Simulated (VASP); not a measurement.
OSZICAR of a VASP run on CoSn (space group P6/mmm):

OSZICAR:
```
       N       E                     dE             d eps       ncg     rms          rms(c)
DAV:   1     0.572929387049E+03    0.57293E+03   -0.23141E+04  2384   0.193E+03
DAV:   2     0.461853629909E+02   -0.52674E+03   -0.51534E+03  2296   0.518E+02
DAV:   3    -0.325162073081E+02   -0.78702E+02   -0.77128E+02  2426   0.196E+02
DAV:   4    -0.356986956191E+02   -0.31825E+01   -0.31602E+01  2663   0.456E+01
DAV:   5    -0.357942753753E+02   -0.95580E-01   -0.95498E-01  3245   0.683E+00    0.146E+01
DAV:   6    -0.372621994650E+02   -0.14679E+01   -0.33072E+01  2716   0.507E+01    0.151E+01
DAV:   7    -0.334982244900E+02    0.37640E+01   -0.17678E+01  2664   0.387E+01    0.532E+00
DAV:   8    -0.333075876708E+02    0.19064E+00   -0.15698E+00  2472   0.843E+00    0.152E+00
DAV:   9    -0.332821578409E+02    0.25430E-01   -0.17681E-01  2767   0.463E+00    0.544E-01
DAV:  10    -0.332814621072E+02    0.69573E-03   -0.14250E-02  2532   0.104E+00    0.359E-01
DAV:  11    -0.332803820715E+02    0.10800E-02   -0.21940E-03  3064   0.484E-01    0.892E-02
DAV:  12    -0.332804218079E+02   -0.39736E-04   -0.30146E-04  2825   0.127E-01    0.253E-02
DAV:  13    -0.332804267998E+02   -0.49919E-05   -0.38132E-05  2721   0.690E-02    0.916E-03
DAV:  14    -0.332804272997E+02   -0.49992E-06   -0.34906E-06  2358   0.151E-02
   1 F= -.33280427E+02 E0= -.33215396E+02  d E =-.130062E+00
```

Which electronic solver shows in the log?

It is blocked Davidson (ALGO = Normal, or the opening steps of other solvers). The INCAR had ALGO = Normal.

How was spin treated?

Without spin polarisation: there is no mag entry.

Can the final energy be trusted as converged?

Self-consistency was reached. It stopped with EDIFF = 1E-6, NELM = 100 (PBE GGA, plane waves, VASP's PBE PAW potentials (set 64)).

The structure comes from a computed database's CoSn entry; how it stands against other phases isn't given here. The cell was not relaxed at this level. The run is not spin-polarised, so no magnetic state was tried. The electron count is odd and the run is not spin-polarised, which forces a metal.
